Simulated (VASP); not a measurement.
Calculation: LDA (Ceperley-Alder, Perdew-Zunger), VASP's LDA PAW potentials (set 64) (plane waves; VASP).

VASP ran on this input.

File POSCAR:
```
Ta
1
   -1.5854430440     1.5854430440     1.5854430440
    1.5854430440    -1.5854430440     1.5854430440
    1.5854430440     1.5854430440    -1.5854430440
Ta
1
Direct
  0.0000000000   1.0000000000   0.0000000000
```

### INCAR
```
SYSTEM = Ta
PREC = Accurate
ENCUT = 500
EDIFF = 1E-6
NELM = 100
ALGO = Normal
LREAL = .FALSE.
LASPH = .TRUE.
ISMEAR = 1
SIGMA = 0.1
LMAXMIX = 6
LWAVE = .FALSE.
LCHARG = .FALSE.
IBRION = 2
ISIF = 3
NSW = 40
EDIFFG = -0.02
PSTRESS = 200
```

KPOINTS:
```
Automatic mesh
0
Gamma
16 16 16
0 0 0
```

POTCAR, in this order: Ta_pv (LDA.64 set). Program: vasp_std.

What VASP printed:

**OSZICAR**
```
       N       E                     dE             d eps       ncg     rms          rms(c)
DAV:   1     0.432480752858E+02    0.43248E+02   -0.65143E+03  2618   0.116E+03
DAV:   2    -0.125526882629E+02   -0.55801E+02   -0.54907E+02  3321   0.244E+02
DAV:   3    -0.131524787866E+02   -0.59979E+00   -0.56359E+00  2966   0.247E+01
DAV:   4    -0.131563018325E+02   -0.38230E-02   -0.38205E-02  3138   0.158E+00
DAV:   5    -0.131563238144E+02   -0.21982E-04   -0.21981E-04  2908   0.967E-02    0.167E+01
DAV:   6    -0.128486080421E+02    0.30772E+00   -0.29299E-01  2712   0.662E+00    0.843E+00
DAV:   7    -0.127478820297E+02    0.10073E+00   -0.24451E-01  2740   0.576E+00    0.444E-01
DAV:   8    -0.127458887127E+02    0.19933E-02   -0.31699E-03  2888   0.773E-01    0.457E-02
DAV:   9    -0.127458932227E+02   -0.45100E-05   -0.19181E-05  2959   0.530E-02    0.300E-02
DAV:  10    -0.127458937825E+02   -0.55988E-06   -0.25986E-06  2995   0.216E-02
   1 F= -.10755993E+02 E0= -.10756005E+02  d E =-.107560E+02
```

**OUTCAR**
```
------------------------ aborting loop because EDIFF is reached ----------------------------------------
  FORCE on cell =-STRESS in cart. coord.  units (eV):
  Direction    XX          YY          ZZ          XY          YZ          ZX
  --------------------------------------------------------------------------------------
  Total        1.9877422      1.9877422      1.9877422      0.0000000     -0.0000000      0.0000000
  in kB      199.7830847    199.7830847    199.7830847      0.0000000     -0.0000000      0.0000000
  external PRESSURE =      -0.2169153 kB  Pullay stress =     200.0000000 kB
  volume of cell :       15.94
      direct lattice vectors                 reciprocal lattice vectors
    -1.585443044  1.585443044  1.585443044     0.000000000  0.315369260  0.315369260
     1.585443044 -1.585443044  1.585443044     0.315369260  0.000000000  0.315369260
     1.585443044  1.585443044 -1.585443044     0.315369260  0.315369260  0.000000000
 POSITION                                       TOTAL-FORCE (eV/Angst)
 -----------------------------------------------------------------------------------
      0.00000      0.00000      0.00000         0.000000      0.000000      0.000000
 -----------------------------------------------------------------------------------
    total drift:                                0.000000     -0.000000     -0.000000
  FREE ENERGIE OF THE ION-ELECTRON SYSTEM (eV)
  ---------------------------------------------------
  free  energy   TOTEN  =       -12.7458937825 eV

  energy  without entropy=      -12.7459283523  energy(sigma->0) =      -12.74590531
  enthalpy is  TOTEN    =       -10.7559933827 eV   P V=        1.9899003999

 reached required accuracy - stopping structural energy minimisation
```
(Selected blocks of OUTCAR.)

The compound is Ta in the bcc structure. It was relaxed first under an external pressure of 20 GPa.
